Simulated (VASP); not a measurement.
RbPd:

```
Rb Pd
1.0
     0.00000    3.11490    3.11490
     3.11490    0.00000    3.11490
     3.11490    3.11490    0.00000
Rb Pd
1 1
Cartesian
  3.1149 3.1149 3.1149
  0.0000 0.0000 0.0000
```

The cell was built by a generator and needn't be a form met in nature.

* Program: VASP 6.6.1
* Task: relaxation of cell and atoms
* Functional: r2SCAN
* Potentials or basis: VASP PAW PBE potentials, release 64 (Rb_sv, Pd)
* Cutoff: 600 eV
* k mesh: 7 × 7 × 7
* Occupations: methfessel-paxton, width 0.1 eV
* Spin: no spin polarisation

At the start: pressure 2.7 GPa; volume 30.22 Å³/atom.

Task: How do energy, volume and symmetry change on relaxing?

Result: Over 4 steps the energy falls by 33.2 meV/atom and the volume is 34.70 Å³/atom (+14.8 %); space group Fm-3m (No. 225, to 0.05 Å).

Step by step:
| step | energy change (eV) | largest force (eV/Å) | pressure (GPa) | volume (Å³) |
| --- | --- | --- | --- | --- |
| 1 | 0.0000 | 0.0000 | 2.73 | 60.45 |
| 2 | -0.0527 | 0.0000 | 1.06 | 65.07 |
| 3 | -0.0658 | 0.0000 | 0.20 | 68.50 |
| 4 | -0.0664 | 0.0000 | 0.02 | 69.39 |

Final structure:
```
Rb Pd
1.0
     0.00000    3.26161    3.26161
     3.26161    0.00000    3.26161
     3.26161    3.26161    0.00000
Rb Pd
1 1
Direct
  0.50000 0.50000 0.50000
  0.00000 0.00000 0.00000
```

Caveat: the PAW data sets were made with another functional, which shifts forces and pressure a little.
